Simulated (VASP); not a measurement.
CdIn3, 4 atoms in the cell. It takes space group Fm-3m (No. 225, cubic). Conventional cell: a = 7.347 Å, b = 7.347 Å, c = 7.347 Å, α = 90.00°, β = 90.00°, γ = 90.00°. Around Cd (site symmetry m-3m) lie 8 In at 3.18 Å. In (site symmetry -43m) is surrounded by 4 Cd at 3.18 Å and 4 In at 3.18 Å. In (site symmetry m-3m) is surrounded by 8 In at 3.18 Å. The cell comes from a database or a generator and needn't be the stable form of this composition.

| Property | Result |
| --- | --- |
| Program | VASP 6.6.1 |
| Task | single point |
| Functional | PBEsol |
| Potentials or basis | VASP PAW PBE potentials, release 64 (Cd, In_d) |
| Cutoff | 520 eV |
| k mesh | 5 × 5 × 5 |
| Occupations | methfessel-paxton, width 0.1 eV |
| Spin | no spin polarisation |
| Dipole correction | no |
| Further INCAR settings | ALGO = Normal; EDIFF = 1e-07; NBANDS = 34 |

Potentials or basis: VASP PAW PBE potentials, release 64 (Cd, In_d).

Launch:

```sh
$ cat potpaw_PBE.64/Cd/POTCAR potpaw_PBE.64/In_d/POTCAR > POTCAR
$ mpirun -np 1 vasp_std > vasp.out
```

Hardware: 1 thread of Intel(R) Xeon(R) 6975P-C (Granite Rapids), with other jobs on the host.

Question: Estimate the wall time of this run.

Answer: Wall time 17 s on 1 thread of Intel(R) Xeon(R) 6975P-C (Granite Rapids), on a shared host, peak memory 0.24 GiB. Counts: scf iterations 15, k points 10.
